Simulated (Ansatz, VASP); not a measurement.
Two plane-wave programs on SnW

File INCAR:

```
PREC = Accurate
ENCUT = 520
EDIFF = 1E-6
ISMEAR = 0
SIGMA = 0.1
LREAL = False
LASPH = True
NELM = 100
ALGO = Normal
ISIF = 2
LWAVE = False
LCHARG = True
GGA = PE
LELF = True
LVHAR = True
NBANDS = 36
```

Contents of KPOINTS:

```
regular mesh
0
Gamma
  4 4 4
```

File POSCAR:

```
SnW
1.0
    0.0000000000      3.5532585851      3.5532585851
    3.5532585851      0.0000000000      3.5532585851
    3.5532585851      3.5532585851      0.0000000000
Sn W
2 2
Direct
    0.5000000000      0.5000000000      0.5000000000
    0.7500000000      0.7500000000      0.7500000000
    0.0000000000      0.0000000000      0.0000000000
    0.2500000000      0.2500000000      0.2500000000
```

Input for Ansatz:

```yaml
crystal:
  lattice:
    - [0.0, 3.5532585851, 3.5532585851]
    - [3.5532585851, 0.0, 3.5532585851]
    - [3.5532585851, 3.5532585851, 0.0]
  atoms:
    - { symbol: Sn, position: [0.5, 0.5, 0.5] }
    - { symbol: Sn, position: [0.75, 0.75, 0.75] }
    - { symbol: W, position: [0.0, 0.0, 0.0] }
    - { symbol: W, position: [0.25, 0.25, 0.25] }
basis:
  ecutwfc: 420
kpoints:
  mp_grid: { grid: [4, 4, 4] }
hamiltonian:
  xc: pbe
scf:
  occupations: { method: gaussian, width: 0.1 }
  lower_state_search: "off"
output:
  forces: true
  stress: true
  eigenvalues: true
```

Alike in both runs: task single point; functional PBE; k mesh 4 × 4 × 4; occupations gaussian, width 0.1 eV; no spin polarisation.

```csv
,VASP,Ansatz
version,VASP 6.6.1,Ansatz 0.2.0
potentials or method,"VASP PAW PBE potentials, release 64 (Sn_d, W_sv)","scalar-relativistic, plane waves, PAW"
plane-wave cutoff (eV),520,420
valence electrons in the cell,56,56
```

|  | VASP | Ansatz | Ansatz less VASP |
| --- | --- | --- | --- |
| gap on the k mesh at the Fermi level (eV) | 0.32 | 0.33 | +0.008 |
| least direct gap on the mesh (eV) | 0.74 | 0.74 | 0.000 |
| pressure (GPa) | -17.0 | -17.0 | +0.01 |

Caveats: so large a pressure means that the cell lies far from this level's equilibrium, or that cutoff or potentials fall short (VASP); spin-orbit coupling is left out, which moves the levels of the heavy elements.
